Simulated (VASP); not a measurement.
Here is a VASP 6.6.1 calculation.

The input INCAR:

```
ALGO = Normal
EDIFF = 1E-6
EDIFFG = -0.02
ENCUT = 600
GGA = PE
IBRION = 2
ISIF = 3
ISMEAR = 0
IVDW = 12
LASPH = True
LCHARG = False
LREAL = False
LWAVE = False
NELM = 80
NSW = 40
PREC = Accurate
SIGMA = 0.05
```

The input KPOINTS:

```
k-points
0
Gamma
  4 4 4
```

POSCAR

```
GeH8N2F6
1.0
    0.0000000000      4.2300000000      4.2300000000
    4.2300000000      0.0000000000      4.2300000000
    4.2300000000      4.2300000000      0.0000000000
Ge F N H
1 6 2 8
Direct
    0.0000000000      0.0000000000      0.0000000000
    0.7872340426      0.2127659574      0.2127659574
    0.2127659574      0.7872340426      0.7872340426
    0.2127659574      0.7872340426      0.2127659574
    0.7872340426      0.2127659574      0.7872340426
    0.2127659574      0.2127659574      0.7872340426
    0.7872340426      0.7872340426      0.2127659574
    0.2500000000      0.2500000000      0.2500000000
    0.7500000000      0.7500000000      0.7500000000
    0.3202920541      0.3202920541      0.3202920541
    0.6797079459      0.6797079459      0.6797079459
    0.0391238378      0.3202920541      0.3202920541
    0.9608761622      0.6797079459      0.6797079459
    0.3202920541      0.0391238378      0.3202920541
    0.6797079459      0.9608761622      0.6797079459
    0.3202920541      0.3202920541      0.0391238378
    0.6797079459      0.6797079459      0.9608761622
```

Potentials or basis: VASP PAW PBE potentials, release 64 (Ge_d, F, N, H).

Launch:

```sh
$ cat potpaw_PBE.64/Ge_d/POTCAR potpaw_PBE.64/F/POTCAR potpaw_PBE.64/N/POTCAR potpaw_PBE.64/H/POTCAR > POTCAR
$ mpirun -np 1 vasp_std > vasp.out
```

(1) Predict the relaxed cell.

(2) What does it give for the relaxed volume?

(3) Estimate the dispersion energy per atom.

(4) Estimate the band gap on the k mesh.

Results:

(1) a = 5.858 Å, b = 5.858 Å, c = 5.858 Å, α = 60.00°, β = 60.00°, γ = 60.00°.

(2) 8.36 Å³/atom.

(3) -0.064 eV.

(4) 5.66 eV, direct.
